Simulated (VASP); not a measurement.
Calculation: PW91 GGA, VASP's PBE PAW potentials (set 64) (plane waves; VASP).

VASP input:

INCAR:
```
ALGO = Normal
EDIFF = 1E-6
EDIFFG = -0.01
ENCUT = 520
GGA = 91
IBRION = 2
ISIF = 3
ISMEAR = 0
LASPH = .True.
LCHARG = .False.
LMAXMIX = 4
LREAL = .False.
LWAVE = .False.
NELM = 100
NSW = 60
PREC = Accurate
SIGMA = 0.05
SYSTEM = CuI
```

KPOINTS:
```
Automatic mesh
0
Gamma
7 7 7
0 0 0
```

File POSCAR:
```
CuI
1
    0.0000000000     3.0250000000     3.0250000000
    3.0250000000     0.0000000000     3.0250000000
    3.0250000000     3.0250000000     0.0000000000
Cu I
1 1
Direct
  0.0000000000   0.0000000000   0.0000000000
  0.2500000000   0.2500000000   0.2500000000
```

POTCAR, in this order: Cu I (PBE.64 set). Program: vasp_std.

What VASP printed:

**OSZICAR**
```
       N       E                     dE             d eps       ncg     rms          rms(c)
DAV:   1     0.110726825238E+03    0.11073E+03   -0.80013E+03   520   0.145E+03
DAV:   2     0.207392972604E+01   -0.10865E+03   -0.10183E+03   535   0.270E+02
DAV:   3    -0.556160080645E+01   -0.76355E+01   -0.75255E+01   700   0.831E+01
DAV:   4    -0.582497391511E+01   -0.26337E+00   -0.26318E+00   640   0.142E+01
DAV:   5    -0.583136198855E+01   -0.63881E-02   -0.63879E-02   750   0.216E+00    0.529E+00
DAV:   6    -0.575277321643E+01    0.78589E-01   -0.34543E+00   546   0.538E+01    0.337E+00
DAV:   7    -0.561453112719E+01    0.13824E+00   -0.76820E-01   550   0.319E+01    0.173E+00
DAV:   8    -0.561665405051E+01   -0.21229E-02   -0.49258E-02   796   0.379E+00    0.437E-01
DAV:   9    -0.561346398838E+01    0.31901E-02   -0.14226E-02   639   0.381E+00    0.155E-01
DAV:  10    -0.561361483907E+01   -0.15085E-03   -0.79057E-04   630   0.214E-01    0.712E-02
DAV:  11    -0.561364800534E+01   -0.33166E-04   -0.54147E-04   674   0.754E-01    0.414E-02
DAV:  12    -0.561363799401E+01    0.10011E-04   -0.62583E-05   807   0.204E-01    0.315E-02
DAV:  13    -0.561363499840E+01    0.29956E-05   -0.12372E-05   795   0.972E-02    0.389E-03
DAV:  14    -0.561363498294E+01    0.15467E-07   -0.24757E-06   543   0.309E-02
   1 F= -.56136350E+01 E0= -.56136350E+01  d E =-.561363E+01
       N       E                     dE             d eps       ncg     rms          rms(c)
DAV:   1    -0.567421969716E+01   -0.60585E-01   -0.10147E+00   520   0.257E+01    0.186E+00
DAV:   2    -0.563481643244E+01    0.39403E-01   -0.55538E-01   530   0.252E+01    0.694E-01
DAV:   3    -0.561726541938E+01    0.17551E-01   -0.10608E-01   525   0.107E+01    0.338E-01
DAV:   4    -0.561522820377E+01    0.20372E-02   -0.66448E-03   735   0.106E+00    0.107E-01
DAV:   5    -0.561514431650E+01    0.83887E-04   -0.16801E-04   780   0.252E-01    0.808E-02
DAV:   6    -0.561508201202E+01    0.62304E-04   -0.77038E-05   808   0.197E-01    0.788E-03
DAV:   7    -0.561508366935E+01   -0.16573E-05   -0.99450E-06   638   0.259E-02    0.115E-02
DAV:   8    -0.561508403271E+01   -0.36335E-06   -0.33910E-07   315   0.108E-02
   2 F= -.56150840E+01 E0= -.56150840E+01  d E =-.144905E-02
```

OUTCAR:
```
------------------------ aborting loop because EDIFF is reached ----------------------------------------
  FORCE on cell =-STRESS in cart. coord.  units (eV):
  Direction    XX          YY          ZZ          XY          YZ          ZX
  --------------------------------------------------------------------------------------
  Total       -0.0019034     -0.0019034     -0.0019034      0.0000000      0.0000000     -0.0000000
  in kB       -0.0542790     -0.0542790     -0.0542790      0.0000000      0.0000000     -0.0000000
  external PRESSURE =      -0.0542790 kB  Pullay stress =       0.0000000 kB
  volume of cell :       56.18
      direct lattice vectors                 reciprocal lattice vectors
    -0.000000000  3.039915686  3.039915686    -0.164478246  0.164478246  0.164478246
     3.039915686 -0.000000000  3.039915686     0.164478246 -0.164478246  0.164478246
     3.039915686  3.039915686 -0.000000000     0.164478246  0.164478246 -0.164478246
  FREE ENERGIE OF THE ION-ELECTRON SYSTEM (eV)
  ---------------------------------------------------
  free  energy   TOTEN  =        -5.6150840327 eV

  energy  without entropy=       -5.6150840327  energy(sigma->0) =       -5.61508403

 reached required accuracy - stopping structural energy minimisation
```
(Selected blocks of OUTCAR.)

File CONTCAR:
```
CuI
   1.00000000000000
    -0.0000000000000000    3.0399156858885936    3.0399156858885936
     3.0399156858885936   -0.0000000000000000    3.0399156858885936
     3.0399156858885936    3.0399156858885936   -0.0000000000000000
  Cu              I
     1     1
Direct
     0.0000000000000000    0.0000000000000000    1.0000000000000000
     0.2500000000000000    0.2500000000000000    0.2500000000000000
```

The compound is CuI in the zinc blende structure. This run relaxes it. Symmetry was kept, so distortions that lower it aren't found.
